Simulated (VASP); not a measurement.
A 63-atom supercell of BN (zinc blende) holds B vacancy in charge state +0. It is relaxed twice, with the total moment held at 1 and at 3 μB. These are PBE GGA, VASP's PBE PAW potentials (set 64) (plane waves; VASP) values and carry that method's errors. Settings: PREC = Normal, LREAL = Auto, ISYM = 0, EDIFF = 1E-5, 400 eV cut-off, 1×1×1 Γ-centred mesh, Gaussian smearing of 0.050 eV, potentials B N.

The supercell is sampled at Γ alone, which is coarse: total energies, pressure and levels can be off, energies of defects by several tenths of an eV.

Problem. Which spin state lies lower, and by how much?

Solution. The state with 3 μB lies lower, by 0.19 eV.

The cell is a supercell with a defect, built from BN (zinc blende).
